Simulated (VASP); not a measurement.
Input for VASP

### KPOINTS
```
Automatic mesh
0
Gamma
  5 8 5
```

File POSCAR:
```
GePt
1
    5.7482770813     0.0000000000     0.0000000000
   -0.0000000000     3.6960040880     0.0000000000
    0.0000000000     0.0000000000     6.0893780693
Ge Pt
4 4
Direct
  0.8151423485   0.7500000000   0.5885642538
  0.1848576515   0.2500000000   0.4114357462
  0.6848576515   0.2500000000   0.0885642538
  0.3151423485   0.7500000000   0.9114357462
  0.0002720421   0.7500000000   0.1908570128
  0.9997279579   0.2500000000   0.8091429872
  0.4997279579   0.2500000000   0.6908570128
  0.5002720421   0.7500000000   0.3091429872
```

### INCAR
```
ALGO  =  Normal
EDIFF  =  1E-6
EDIFFG  =  -0.02
ENCUT  =  400
IBRION  =  2
ISIF  =  3
ISMEAR  =  1
LASPH  =  .TRUE.
LCHARG  =  .FALSE.
LMAXMIX  =  6
LMIXTAU  =  .TRUE.
LREAL  =  .FALSE.
LWAVE  =  .FALSE.
METAGGA  =  R2SCAN
NELM  =  100
NSW  =  60
PREC  =  Accurate
SIGMA  =  0.1
SYSTEM  =  GePt
```

POTCAR, in this order: Ge_d Pt (PBE.64 set). Program: vasp_std.

Q: Write an equivalent input for Ansatz.

A: One equivalent input (not run):
Ansatz 0.2 input:
```yaml
crystal:
  lattice:
    - [5.7482771, 0.0000000, 0.0000000]
    - [0.0000000, 3.6960041, 0.0000000]
    - [0.0000000, 0.0000000, 6.0893781]
  atoms:
    - { symbol: Ge, position: [0.8151423, 0.7500000, 0.5885643] }
    - { symbol: Ge, position: [0.1848577, 0.2500000, 0.4114357] }
    - { symbol: Ge, position: [0.6848577, 0.2500000, 0.0885643] }
    - { symbol: Ge, position: [0.3151423, 0.7500000, 0.9114357] }
    - { symbol: Pt, position: [0.0002720, 0.7500000, 0.1908570] }
    - { symbol: Pt, position: [0.9997280, 0.2500000, 0.8091430] }
    - { symbol: Pt, position: [0.4997280, 0.2500000, 0.6908570] }
    - { symbol: Pt, position: [0.5002720, 0.7500000, 0.3091430] }
kpoints:
  mp_grid: { grid: [5, 8, 5] }
hamiltonian:
  xc: r2scan
  pseudopotentials: { kind: paw }
scf:
  occupations: { method: methfessel_paxton, width: 0.1 }
  max_iter: 100
relax:
  max_steps: 60
  f_tol: 0.02
  cell: {}
output: { forces: true, stress: true, eigenvalues: true }
```
Limits of the translation: each code has its own PAW files, so the cut-off isn't converted (ENCUT is set for VASP's; basis.ecutwfc is left out, and Ansatz then takes the one that its files recommend); Ansatz stops its SCF on the density residual and VASP on the energy change (EDIFF).

The structure comes from a computed database's GePt entry (Pnma); how it stands against other phases isn't given here. This run relaxes it. Symmetry was kept, so distortions that lower it aren't found. The start is the result of an earlier pass.
